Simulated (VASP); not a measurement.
Here is the system:

```xyz
2
Lattice="0.0000 3.0562 3.0562 3.0562 0.0000 3.0562 3.0562 3.0562 0.0000" Properties=species:S:1:pos:R:3 pbc="T T T"
As     1.5281     1.5281     1.5281
In     0.0000     0.0000     0.0000
```

These are PBE GGA with D3 dispersion (Becke-Johnson damping) with spin-orbit coupling, VASP's PBE PAW potentials (set 64) (plane waves; VASP) values and carry that method's errors. Numerical set-up: 400 eV cut-off, 9×9×9 Γ-centred mesh, Gaussian smearing of 0.050 eV, potentials As In_d.

**Question.** Give the energies of bands 13 to 25 at the high-symmetry points, in eV from the Fermi level.

**Answer.** 
```csv
band,Γ,X,U,L,W
13,-0.47,-5.81,-5.71,-5.71,-5.70
14,-0.47,-5.81,-5.66,-5.71,-5.65
15,-0.34,-2.34,-3.24,-1.18,-2.98
16,-0.34,-2.34,-3.23,-1.18,-2.91
17,0.00,-2.33,-1.97,-0.94,-2.88
18,0.00,-2.33,-1.97,-0.94,-2.78
19,0.00,1.49,2.01,0.78,3.87
20,0.00,1.49,2.01,0.78,4.04
21,3.48,1.95,4.06,4.45,4.17
22,3.48,1.95,4.11,4.45,4.19
23,3.93,8.79,6.94,4.63,4.66
24,3.93,8.80,7.10,4.63,4.92
25,3.93,8.87,7.20,6.71,5.94
```

It has no gap at this level: it comes out as a metal or semimetal.

The structure comes from a measured InAs entry (F-43m) of the Crystallography Open Database, whose conditions weren't checked. It was relaxed first.
